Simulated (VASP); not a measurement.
Input:

```
CELL_PARAMETERS angstrom
      0.00000     2.44531     2.44531
      2.44531     0.00000     2.44531
      2.44531     2.44531     0.00000
ATOMIC_POSITIONS crystal
  Sc 0.00000 0.00000 0.00000
  B  0.50000 0.50000 0.50000
```

Computed with PBEsol GGA, VASP's PBE PAW potentials (set 64) (plane waves; VASP 6.6.1). Run with 520 eV cut-off, Gaussian smearing of 0.050 eV, potentials Sc_sv B.

**Question.** Estimate the band gap (along the path) with the smallest direct gap where there is one.

**Answer.** 
```
Quantity                                                     Result
-------------------------  ----------------------------------------
band gap (along the path)  none (metal, semimetal or under 0.01 eV)
```

Only differences to runs with the same potentials and settings are physical.

The structure was generated: ScB was put into the rock salt type (Fm-3m), which need not be its known phase. It was relaxed first, which changed the volume by -29 %.
